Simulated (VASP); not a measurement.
# Cu (fcc): computed properties

These are PBEsol GGA, VASP's PBE PAW potentials (set 64) (plane waves; VASP 6.6.1) values and carry that method's errors.

```
Property                                                              Result
----------------------------------  ----------------------------------------
space group                                                      Fm-3m (225)
cell                                 a = b = c = 3.563 Å, α = β = γ = 90.00°
volume per atom                                               11.31 Å^3/atom
band gap (over mesh and band path)  none (metal, semimetal or under 0.01 eV)
Hill bulk modulus                                                  1700 kbar
Hill shear modulus                                                  62.2 GPa
Poisson's ratio                                                        0.337
density                                                           9.33 g/cm³
C11                                                                  213 GPa
C12                                                                  148 GPa
C44                                                                 96.3 GPa
```

```yaml
crystal:
  lattice:
    - [0.00000, 1.78160, 1.78160]
    - [1.78160, 0.00000, 1.78160]
    - [1.78160, 1.78160, 0.00000]
  atoms:
    - { symbol: Cu, position: [0.00000, 0.00000, 0.00000] }
```

Measured: a 3.595 Å at 0 K (computed value off by -0.9 %), as given by Gábor I. Csonka et al., Physical Review B (2009), arXiv:0903.4037 [low-temperature or extrapolated to 0 K; zero-point anharmonic expansion removed]. Finite-difference elastic constants of metals are sensitive to mesh and smearing; shear constants can be off by tens of GPa.

The compound is Cu in the fcc structure. It was relaxed first. Symmetry was kept, so distortions that lower it aren't found.
